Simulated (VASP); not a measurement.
Level of theory: RPBE GGA, VASP's PBE PAW potentials (set 64) (plane waves; VASP).

The input files of a VASP run:

File POSCAR:
```
WSe2
1
    1.7077292055    -2.9578734003     0.0000000000
    1.7077292055     2.9578734003     0.0000000000
    0.0000000000     0.0000000000    17.4263433183
W Se
2 4
Direct
  0.3333330000   0.6666670000   0.2500000000
  0.6666670000   0.3333330000   0.7500000000
  0.3333330000   0.6666670000   0.8482794917
  0.6666670000   0.3333330000   0.3482794917
  0.6666670000   0.3333330000   0.1517205083
  0.3333330000   0.6666670000   0.6517205083
```

**INCAR**
```
# general
SYSTEM  = WSe2
PREC    = Accurate
ENCUT   = 520
LREAL   = .False.
LASPH   = .True.

# electronic loop
EDIFF   = 1E-7
NELM    = 100
ALGO    = Normal
LMAXMIX = 6

# smearing
ISMEAR  = 0
SIGMA   = 0.05

# functional
GGA     = RP

# ions
IBRION  = 2
NSW     = 30
ISIF    = 4
EDIFFG  = -0.01

# output
LWAVE   = .False.
LCHARG  = .False.
```

KPOINTS:
```
kpoints
0
Gamma
  8 8 2
0 0 0
```

POTCAR, in this order: W_sv Se (PBE.64 set). Program: vasp_std.

Output of the run:

OSZICAR:
```
...
DAV:  12    -0.407179252344E+02    0.29904E-03   -0.47970E-04  1487   0.122E-01    0.105E-01
DAV:  13    -0.407177201400E+02    0.20509E-03   -0.50071E-04  1591   0.115E-01    0.168E-02
DAV:  14    -0.407177117029E+02    0.84372E-05   -0.23213E-05  1569   0.283E-02    0.606E-03
DAV:  15    -0.407177086469E+02    0.30559E-05   -0.76030E-06  1349   0.126E-02    0.435E-03
DAV:  16    -0.407177086966E+02   -0.49648E-07   -0.31416E-07  1296   0.326E-03
   1 F= -.40717709E+02 E0= -.40717709E+02  d E =-.407177E+02
       N       E                     dE             d eps       ncg     rms          rms(c)
DAV:   1    -0.407829790884E+02   -0.65270E-01   -0.54507E+00  1282   0.102E+01    0.178E+00
DAV:   2    -0.408000835120E+02   -0.17104E-01   -0.31282E-01  1478   0.216E+00    0.703E-01
DAV:   3    -0.407974292499E+02    0.26543E-02   -0.13567E-02  1544   0.638E-01    0.516E-01
DAV:   4    -0.407966226141E+02    0.80664E-03   -0.44658E-03  1707   0.337E-01    0.159E-01
DAV:   5    -0.407962992322E+02    0.32338E-03   -0.11092E-03  1656   0.165E-01    0.452E-02
DAV:   6    -0.407961344153E+02    0.16482E-03   -0.29282E-04  1549   0.755E-02    0.190E-02
DAV:   7    -0.407960943234E+02    0.40092E-04   -0.53932E-05  1560   0.250E-02    0.693E-03
DAV:   8    -0.407960873567E+02    0.69667E-05   -0.50017E-06  1405   0.879E-03    0.190E-03
DAV:   9    -0.407960852429E+02    0.21138E-05   -0.42745E-06  1391   0.685E-03    0.712E-04
DAV:  10    -0.407960852158E+02    0.27089E-07   -0.56123E-08  1051   0.130E-03
   2 F= -.40796085E+02 E0= -.40796085E+02  d E =-.783765E-01
       N       E                     dE             d eps       ncg     rms          rms(c)
DAV:   1    -0.407971313257E+02   -0.10461E-02   -0.11120E-01  1303   0.147E+00    0.247E-01
DAV:   2    -0.407974731754E+02   -0.34185E-03   -0.64540E-03  1485   0.310E-01    0.106E-01
DAV:   3    -0.407974247921E+02    0.48383E-04   -0.35755E-04  1566   0.102E-01    0.749E-02
DAV:   4    -0.407974089024E+02    0.15890E-04   -0.10025E-04  1691   0.503E-02    0.267E-02
DAV:   5    -0.407974054531E+02    0.34492E-05   -0.16703E-05  1577   0.203E-02    0.583E-03
DAV:   6    -0.407974018332E+02    0.36200E-05   -0.49778E-06  1535   0.978E-03    0.204E-03
DAV:   7    -0.407974013659E+02    0.46727E-06   -0.73172E-07  1424   0.291E-03    0.777E-04
DAV:   8    -0.407974011615E+02    0.20443E-06   -0.25492E-07  1268   0.196E-03    0.255E-04
DAV:   9    -0.407974011558E+02    0.56234E-08   -0.79133E-08  1058   0.102E-03
   3 F= -.40797401E+02 E0= -.40797401E+02  d E =-.796925E-01
       N       E                     dE             d eps       ncg     rms          rms(c)
DAV:   1    -0.409743787874E+02   -0.17698E+00   -0.77010E+00  1240   0.173E+01    0.237E+00
DAV:   2    -0.408793354737E+02    0.95043E-01   -0.52349E-01  1330   0.414E+00    0.106E+00
DAV:   3    -0.408557978189E+02    0.23538E-01   -0.35830E-02  1417   0.112E+00    0.508E-01
DAV:   4    -0.408456226700E+02    0.10175E-01   -0.26637E-02  1424   0.745E-01    0.206E-01
DAV:   5    -0.408445985359E+02    0.10241E-02   -0.36210E-03  1645   0.315E-01    0.106E-01
DAV:   6    -0.408435183842E+02    0.10802E-02   -0.10289E-03  1555   0.155E-01    0.345E-02
DAV:   7    -0.408428565537E+02    0.66183E-03   -0.88988E-04  1599   0.112E-01    0.167E-02
DAV:   8    -0.408427239479E+02    0.13261E-03   -0.15915E-04  1558   0.561E-02    0.109E-02
DAV:   9    -0.408427006216E+02    0.23326E-04   -0.39852E-05  1552   0.256E-02    0.498E-03
DAV:  10    -0.408426998700E+02    0.75166E-06   -0.20548E-06  1409   0.709E-03    0.146E-03
DAV:  11    -0.408426998118E+02    0.58154E-07   -0.83341E-08  1005   0.155E-03
   4 F= -.40842700E+02 E0= -.40842700E+02  d E =-.452987E-01
       N       E                     dE             d eps       ncg     rms          rms(c)
DAV:   1    -0.412611551327E+02   -0.41846E+00   -0.22674E+01  1240   0.297E+01    0.420E+00
DAV:   2    -0.409799999417E+02    0.28116E+00   -0.17012E+00  1330   0.732E+00    0.186E+00
DAV:   3    -0.409116104195E+02    0.68390E-01   -0.10519E-01  1452   0.197E+00    0.910E-01
DAV:   4    -0.408796317930E+02    0.31979E-01   -0.82314E-02  1418   0.132E+00    0.383E-01
DAV:   5    -0.408776564955E+02    0.19753E-02   -0.95900E-03  1638   0.521E-01    0.188E-01
DAV:   6    -0.408748876074E+02    0.27689E-02   -0.31174E-03  1572   0.268E-01    0.693E-02
DAV:   7    -0.408728485003E+02    0.20391E-02   -0.31148E-03  1430   0.215E-01    0.335E-02
DAV:   8    -0.408723039485E+02    0.54455E-03   -0.62812E-04  1506   0.123E-01    0.188E-02
DAV:   9    -0.408721678491E+02    0.13610E-03   -0.22613E-04  1573   0.553E-02    0.856E-03
DAV:  10    -0.408721629363E+02    0.49128E-05   -0.10228E-05  1367   0.148E-02    0.271E-03
DAV:  11    -0.408721626345E+02    0.30179E-06   -0.75580E-07  1406   0.385E-03    0.141E-03
DAV:  12    -0.408721625790E+02    0.55586E-07   -0.85135E-08  1000   0.167E-03
   5 F= -.40872163E+02 E0= -.40872163E+02  d E =-.747614E-01
       N       E                     dE             d eps       ncg     rms          rms(c)
DAV:   1    -0.408725297668E+02   -0.36713E-03   -0.22404E-02  1240   0.931E-01    0.125E-01
DAV:   2    -0.408722613646E+02    0.26840E-03   -0.15260E-03  1356   0.221E-01    0.570E-02
DAV:   3    -0.408721925241E+02    0.68841E-04   -0.10540E-04  1477   0.597E-02    0.266E-02
DAV:   4    -0.408721601258E+02    0.32398E-04   -0.73230E-05  1444   0.396E-02    0.109E-02
DAV:   5    -0.408721538600E+02    0.62658E-05   -0.99646E-06  1595   0.160E-02    0.515E-03
DAV:   6    -0.408721475256E+02    0.63344E-05   -0.41258E-06  1361   0.706E-03    0.207E-03
DAV:   7    -0.408721447474E+02    0.27782E-05   -0.29242E-06  1386   0.518E-03    0.913E-04
DAV:   8    -0.408721442941E+02    0.45333E-06   -0.73457E-07  1334   0.297E-03    0.710E-04
DAV:   9    -0.408721442996E+02   -0.54943E-08   -0.79390E-08  1060   0.132E-03
   6 F= -.40872144E+02 E0= -.40872144E+02  d E =-.747431E-01
       N       E                     dE             d eps       ncg     rms          rms(c)
DAV:   1    -0.408729492598E+02   -0.80497E-03   -0.14598E-01  1282   0.207E+00    0.306E-01
DAV:   2    -0.408727417492E+02    0.20751E-03   -0.10180E-02  1444   0.441E-01    0.149E-01
DAV:   3    -0.408724855139E+02    0.25624E-03   -0.13570E-03  1537   0.204E-01    0.105E-01
DAV:   4    -0.408723918636E+02    0.93650E-04   -0.26979E-04  1589   0.802E-02    0.499E-02
DAV:   5    -0.408723579675E+02    0.33896E-04   -0.62450E-05  1600   0.332E-02    0.130E-02
DAV:   6    -0.408723407252E+02    0.17242E-04   -0.19379E-05  1585   0.189E-02    0.457E-03
DAV:   7    -0.408723324966E+02    0.82286E-05   -0.80060E-06  1390   0.910E-03    0.147E-03
DAV:   8    -0.408723308878E+02    0.16088E-05   -0.11168E-06  1483   0.316E-03    0.100E-03
DAV:   9    -0.408723302317E+02    0.65607E-06   -0.81052E-07  1274   0.269E-03    0.203E-04
DAV:  10    -0.408723302014E+02    0.30310E-07   -0.27248E-08  1001   0.579E-04
   7 F= -.40872330E+02 E0= -.40872330E+02  d E =-.185902E-03
       N       E                     dE             d eps       ncg     rms          rms(c)
DAV:   1    -0.408728801583E+02   -0.54993E-03   -0.30111E-02  1282   0.938E-01    0.140E-01
DAV:   2    -0.408728471406E+02    0.33018E-04   -0.20578E-03  1444   0.199E-01    0.666E-02
DAV:   3    -0.408727993527E+02    0.47788E-04   -0.26837E-04  1551   0.909E-02    0.473E-02
DAV:   4    -0.408727834046E+02    0.15948E-04   -0.51283E-05  1589   0.356E-02    0.228E-02
DAV:   5    -0.408727779248E+02    0.54797E-05   -0.12731E-05  1592   0.149E-02    0.597E-03
DAV:   6    -0.408727741063E+02    0.38185E-05   -0.42913E-06  1610   0.863E-03    0.197E-03
DAV:   7    -0.408727728039E+02    0.13025E-05   -0.16302E-06  1363   0.412E-03    0.642E-04
DAV:   8    -0.408727725676E+02    0.23624E-06   -0.23163E-07  1284   0.141E-03    0.436E-04
DAV:   9    -0.408727724875E+02    0.80128E-07   -0.15982E-07  1138   0.117E-03
   8 F= -.40872772E+02 E0= -.40872772E+02  d E =-.628188E-03
```

File OUTCAR:
```
------------------------ aborting loop because EDIFF is reached ----------------------------------------
  FORCE on cell =-STRESS in cart. coord.  units (eV):
  Direction    XX          YY          ZZ          XY          YZ          ZX
  --------------------------------------------------------------------------------------
  Total       -0.0686478     -0.0686478     -0.0621638      0.0000000      0.0000000     -0.0000000
  in kB       -0.6247444     -0.6247443     -0.5657355      0.0000000      0.0000000     -0.0000000
  external PRESSURE =      -0.6050748 kB  Pullay stress =       0.0000000 kB
  volume of cell :      176.05
      direct lattice vectors                 reciprocal lattice vectors
     1.675130749 -2.901411337  0.000000000     0.298484163 -0.172329926 -0.000000000
     1.675130749  2.901411337  0.000000000     0.298484163  0.172329926 -0.000000000
     0.000000000  0.000000000 18.111183846    -0.000000000 -0.000000000  0.055214502
 POSITION                                       TOTAL-FORCE (eV/Angst)
 -----------------------------------------------------------------------------------
      1.67513      0.96714      4.52780        -0.000000     -0.000000      0.000000
      1.67513     -0.96714     13.58339         0.000000      0.000000      0.000000
      1.67513      0.96714     15.26414         0.000000      0.000000     -0.001185
      1.67513     -0.96714      6.20854         0.000000      0.000000     -0.001185
      1.67513     -0.96714      2.84705         0.000000      0.000000      0.001185
      1.67513      0.96714     11.90264        -0.000000      0.000000      0.001185
 -----------------------------------------------------------------------------------
    total drift:                               -0.000000      0.001190     -0.000033
  FREE ENERGIE OF THE ION-ELECTRON SYSTEM (eV)
  ---------------------------------------------------
  free  energy   TOTEN  =       -40.8727724875 eV

  energy  without entropy=      -40.8727724875  energy(sigma->0) =      -40.87277249

 reached required accuracy - stopping structural energy minimisation
```
(Selected blocks of OUTCAR.)

CONTCAR:
```
WSe2
   1.00000000000000
     1.6751307492617387   -2.9014113366412984    0.0000000000000000
     1.6751307492617387    2.9014113366412984    0.0000000000000000
     0.0000000000000000    0.0000000000000000   18.1111838459975978
  W               Se
     2     4
Direct
     0.3333330000000032    0.6666669999999968    0.2500000000000000
     0.6666669999999968    0.3333330000000032    0.7500000000000000
     0.3333330000000032    0.6666669999999968    0.8428016714909343
     0.6666669999999968    0.3333330000000032    0.3428016714909344
     0.6666669999999968    0.3333330000000032    0.1571983285090656
     0.3333330000000032    0.6666669999999968    0.6571983285090657
```

Without a dispersion term in the relaxation, distances and binding between the weakly bound layers, chains or molecules are unreliable, and so is what depends on them.

The compound is WSe2 in the 2H layered structure. This cell is one point of a volume scan, at 1.06 of the reference volume. Symmetry was kept, so distortions that lower it aren't found.
